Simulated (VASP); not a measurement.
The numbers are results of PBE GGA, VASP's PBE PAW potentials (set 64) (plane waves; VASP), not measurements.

The input files of a VASP run:

**KPOINTS**
```
Automatic mesh
0
Gamma
7 7 7
0 0 0
```

**POSCAR**
```
SnTe
1
    0.0000000000     3.1600000000     3.1600000000
    3.1600000000     0.0000000000     3.1600000000
    3.1600000000     3.1600000000     0.0000000000
Sn Te
1 1
Direct
  0.0000000000   0.0000000000   0.0000000000
  0.5000000000   0.5000000000   0.5000000000
```

INCAR:
```
# general
SYSTEM  = SnTe
PREC    = Accurate
ENCUT   = 400
LREAL   = .FALSE.
LASPH   = .TRUE.

# electronic loop
EDIFF   = 1E-6
NELM    = 100
ALGO    = Normal
LMAXMIX = 4

# smearing
ISMEAR  = 0
SIGMA   = 0.05

# functional
GGA     = PE

# ions
ISIF    = 2

# output
LWAVE   = .FALSE.
LCHARG  = .FALSE.
```

POTCAR, in this order: Sn_d Te (PBE.64 set). Program: vasp_std.

The resulting files:

File OSZICAR:
```
       N       E                     dE             d eps       ncg     rms          rms(c)
DAV:   1     0.114335220643E+03    0.11434E+03   -0.86500E+03   566   0.136E+03
DAV:   2     0.163927768519E+01   -0.11270E+03   -0.11126E+03   596   0.327E+02
DAV:   3    -0.736714435709E+01   -0.90064E+01   -0.88499E+01   728   0.915E+01
DAV:   4    -0.759585945278E+01   -0.22872E+00   -0.22866E+00   644   0.159E+01
DAV:   5    -0.760497142859E+01   -0.91120E-02   -0.91118E-02   778   0.291E+00    0.463E+00
DAV:   6    -0.755225841286E+01    0.52713E-01   -0.13539E-01   674   0.278E+00    0.294E+00
DAV:   7    -0.755377239123E+01   -0.15140E-02   -0.54330E-02   694   0.138E+00    0.796E-01
DAV:   8    -0.755393175223E+01   -0.15936E-03   -0.75783E-03   656   0.805E-01    0.180E-01
DAV:   9    -0.755406154672E+01   -0.12979E-03   -0.56670E-04   690   0.255E-01    0.305E-02
DAV:  10    -0.755406613414E+01   -0.45874E-05   -0.76147E-05   640   0.820E-02    0.198E-02
DAV:  11    -0.755407294376E+01   -0.68096E-05   -0.37258E-05   608   0.513E-02    0.249E-02
DAV:  12    -0.755407256681E+01    0.37695E-06   -0.26184E-06   656   0.117E-02
   1 F= -.75540726E+01 E0= -.75540726E+01  d E =-.500112E-14
```

File OUTCAR:
```
------------------------ aborting loop because EDIFF is reached ----------------------------------------
  FORCE on cell =-STRESS in cart. coord.  units (eV):
  Direction    XX          YY          ZZ          XY          YZ          ZX
  --------------------------------------------------------------------------------------
  Total        0.6817262      0.6817262      0.6817262      0.0000000     -0.0000000      0.0000000
  in kB       17.3073013     17.3073013     17.3073013      0.0000000     -0.0000000      0.0000000
  external PRESSURE =      17.3073013 kB  Pullay stress =       0.0000000 kB
  volume of cell :       63.11
      direct lattice vectors                 reciprocal lattice vectors
     0.000000000  3.160000000  3.160000000    -0.158227848  0.158227848  0.158227848
     3.160000000  0.000000000  3.160000000     0.158227848 -0.158227848  0.158227848
     3.160000000  3.160000000  0.000000000     0.158227848  0.158227848 -0.158227848
 POSITION                                       TOTAL-FORCE (eV/Angst)
 -----------------------------------------------------------------------------------
      0.00000      0.00000      0.00000         0.000000     -0.000000      0.000000
      3.16000      3.16000      3.16000        -0.000000      0.000000     -0.000000
 -----------------------------------------------------------------------------------
    total drift:                               -0.000000      0.000000      0.000000
  FREE ENERGIE OF THE ION-ELECTRON SYSTEM (eV)
  ---------------------------------------------------
  free  energy   TOTEN  =        -7.5540725668 eV

  energy  without entropy=       -7.5540725668  energy(sigma->0) =       -7.55407257
```
(Selected blocks of OUTCAR.)

The compound is SnTe in the rock salt structure, which distorts at low temperature. The cell was not relaxed at this level.
